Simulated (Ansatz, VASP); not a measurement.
# Cross-check of H10C4O between VASP and Ansatz, part 3 of 3

Aim: how closely do two programs agree when they are given the same cell, functional and k mesh? Of the first pair: The structure shown is frame 267 of Ansatz's trajectory.

VASP 6.6.1 and Ansatz 0.2.0.

So far. Step 6 (VASP: single point, LDA, pair 2): The run ends at a pressure of 0.24 GPa, with forces up to 5.1 eV/Å.

### Step 9. VASP: single point, LDA, pair 3

Level of this step: LDA; plane waves and PAW (C, O, H) (VASP).

The same cell, functional (in two slightly different forms) and mesh now go to VASP, with its own data sets.

File INCAR:

```
SYSTEM = H10C4O
PREC = Accurate
ENCUT = 520
EDIFF = 1E-06
NELM = 120
ISMEAR = 0
SIGMA = 0.01
LREAL = Auto
ALGO = Normal
GGA = PW92
NBANDS = 136
LORBIT = 11
LWAVE = .FALSE.
LCHARG = .FALSE.
ISIF = 2
LASPH = .TRUE.
GGA_COMPAT = .FALSE.
EFERMI = MIDGAP
NCORE = 2
```

File POSCAR:

```
H10C4O
1.0
    9.5346500000      0.0000000000      0.0000000000
    0.0000000000      9.5346500000      0.0000000000
    0.0000000000      0.0000000000      9.5346500000
C O H
20 5 50
Direct
    0.9112867279      0.1920573907      0.7152963140
    0.9661340479      0.0462785734      0.6976029534
    0.9927317731      0.8741380124      0.5238052786
    0.9271866298      0.8285568951      0.3893063720
    0.1644528116      0.2508115138      0.3938791670
    0.1896031842      0.1483536365      0.2782482839
    0.1754547886      0.1285102232      0.0298280482
    0.1116349315      0.9828153105      0.0195812117
    0.5608071612      0.3580519474      0.4456482409
    0.6293151820      0.2222944733      0.4032869586
    0.6294934790      0.0781675258      0.2086599928
    0.6145794549      0.0860125962      0.0526186069
    0.3593419790      0.0425605554      0.6617967099
    0.4865831467      0.9538367953      0.6940055482
    0.5547870137      0.7223338035      0.7457431579
    0.5057867882      0.5789515084      0.7869927056
    0.8381954241      0.5091219919      0.9596786458
    0.7963795210      0.6037872392      0.0828347134
    0.5933935698      0.6907122967      0.1924244728
    0.4597861484      0.7510291411      0.1495807397
    0.9339828940      0.0095703565      0.5607652090
    0.1344045141      0.1991578086      0.1480599707
    0.5649709218      0.1832788828      0.2767275149
    0.4441589361      0.8179115122      0.7294866618
    0.6665582900      0.6613666994      0.0664838248
    0.9180934801      0.2390124441      0.8201349814
    0.7968829480      0.1863309088      0.6836118788
    0.9687927716      0.2584677990      0.6469456142
    0.0829291059      0.0377727552      0.7235504187
    0.9139244755      0.9675656684      0.7697293556
    0.9758669694      0.8026199179      0.6114225483
    0.1081633830      0.8901427950      0.5205434914
    0.9288017914      0.9081088451      0.3106144431
    0.8171353956      0.8077590682      0.4112998380
    0.9678016498      0.7279239406      0.3424666873
    0.2341564714      0.3516542296      0.3749691913
    0.1961057826      0.2041396381      0.4891422339
    0.0476997058      0.2925540004      0.4069892445
    0.3105724909      0.1374145878      0.2610583503
    0.1473677586      0.0417005344      0.3006298081
    0.2904144358      0.1183577793      0.0251818368
    0.1486473022      0.1839501188      0.9352834137
    0.1431935100      0.9367202781      0.9186336153
    0.9952698841      0.9965441836      0.0372850603
    0.1342262170      0.9073222405      0.1032235058
    0.4458370260      0.3426030321      0.4666138768
    0.5701310483      0.4372682794      0.3591846581
    0.6027279449      0.4100517586      0.5422013393
    0.7452187548      0.2239935394      0.3847230889
    0.6031474674      0.1401729481      0.4825032906
    0.5906666737      0.9718080894      0.2410681042
    0.7366604962      0.0815341937      0.2426098493
    0.6961660889      0.1514266386      0.0092714468
    0.5093632173      0.1288563293      0.0298490243
    0.6273224502      0.9810690482      0.0045308428
    0.2895019744      0.9922388341      0.5943060312
    0.3878065792      0.1438647460      0.6118840230
    0.3025700996      0.0598448816      0.7597132564
    0.5578914800      0.9364580766      0.6011652237
    0.5508330143      0.0058261184      0.7784973754
    0.6341816427      0.7583393203      0.8140519054
    0.6158170462      0.7062660926      0.6510883986
    0.4418725386      0.5283361214      0.7045565385
    0.4315313095      0.5616671823      0.8723235777
    0.5983229589      0.5142506542      0.8025989418
    0.8427891952      0.5811749776      0.8651602314
    0.7593147100      0.4266963129      0.9385556890
    0.9406323253      0.4637086836      0.9723167604
    0.7869612414      0.5298883546      0.1754652766
    0.8796232688      0.6883629708      0.1146345173
    0.6620693995      0.7574373469      0.2650228378
    0.5787732114      0.5928901428      0.2472036205
    0.3916556979      0.7650516799      0.2398200249
    0.4039896588      0.6810423036      0.0743918235
    0.4598176126      0.8544309440      0.1008951561
```

File KPOINTS:

```
Automatic mesh
0
Gamma
1 1 1
0 0 0
```

PAW data sets: C, O and H (LDA family, release 64).

The run is started by

```sh
$ mpirun -np 8 vasp_gam
```

Numbers of over 12 decimals in the logs are rounded to 6 here.

What it wrote:

```text
[... set-up lines as in an earlier step ...]
 entering main loop
       N       E                     dE             d eps       ncg     rms          rms(c)
DAV:   1     0.982580825904E+03    0.98258E+03   -0.76264E+04   272   0.104E+03
DAV:   2    -0.319937106741E+03   -0.13025E+04   -0.12187E+04   344   0.242E+02
DAV:   3    -0.461105397325E+03   -0.14117E+03   -0.13992E+03   344   0.811E+01
DAV:   4    -0.465011292640E+03   -0.39059E+01   -0.38943E+01   352   0.156E+01
[...]
DAV:  18    -0.419310989429E+03   -0.42571E-05   -0.94824E-06   336   0.109E-02    0.327E-03
DAV:  19    -0.419310990978E+03   -0.15487E-05   -0.32302E-06   336   0.482E-03    0.233E-03
DAV:  20    -0.419310991318E+03   -0.34059E-06   -0.60095E-07   248   0.269E-03
   1 F= -.41931099E+03 E0= -.41931099E+03  d E =0.000000E+00
```

From OUTCAR (step 9):

```text
  FREE ENERGIE OF THE ION-ELECTRON SYSTEM (eV)
  ---------------------------------------------------
  free  energy   TOTEN  =      -419.3109913184 eV

  energy  without entropy=     -419.3109913184  energy(sigma->0) =     -419.31099132

[... 1 part as in an earlier step ...]
```

The run ends at a pressure of -0.01 GPa, with forces up to 3.5 eV/Å.

### Step 10. Differences

Forces on 8 of the 75 atoms, those with the largest forces and the largest differences (eV/Å; atoms numbered as in POSCAR):

```csv
atom,"Ansatz x, y, z","VASP x, y, z"
C2,"0.214, -0.516, 0.990","0.248, -0.447, 1.171"
C5,"-1.041, 2.964, -1.522","-1.047, 2.964, -1.503"
C11,"0.051, -2.128, -0.479","0.130, -2.290, -0.595"
C17,"-0.925, 2.215, -0.719","-0.913, 2.201, -0.712"
C18,"1.292, -1.280, 1.496","1.475, -1.351, 1.478"
O23,"-1.163, 1.700, 0.352","-1.308, 1.806, 0.328"
H38,"1.903, -1.001, -0.392","1.878, -0.991, -0.390"
H56,"-1.226, -1.167, -1.441","-1.236, -1.175, -1.451"
```

The forces differ by 46 meV/Å r.m.s., which is 6.1 % of the r.m.s. force of 0.754 eV/Å (both taken over all components).

### Step 11. Results

```yaml
r_m_s_force_difference_single_point_lda_pair_1: 5.3 % of the r.m.s. force
r_m_s_force_difference_single_point_lda_pair_2: 5.7 % of the r.m.s. force
r_m_s_force_difference_single_point_lda_pair_3: 6.1 % of the r.m.s. force
```

The r.m.s. force difference is 6.1 % of the r.m.s. force (single point, LDA, pair 3), beyond the 3 % picked in this series as the mark of a large difference. What causes the difference of the single point, LDA, pair 1 pair stays open here. What causes the difference of the single point, LDA, pair 2 pair stays open here. What causes the difference of the single point, LDA, pair 3 pair stays open here. How closely two codes agree says nothing of how well the functional describes the real material.

[Lines on the potential files, build, host, timing and source positions are cut from VASP's logs without a mark.]

[Logs are printed without paths, hosts, clocks, repeated set-up lines and the standing remarks that a program may print on its own settings, such as how far it seeks lower states.]

[Hosts, paths, dates, database ids (printed as entryN), source tags and the programs' standing remarks are cut or masked in the printed files.]
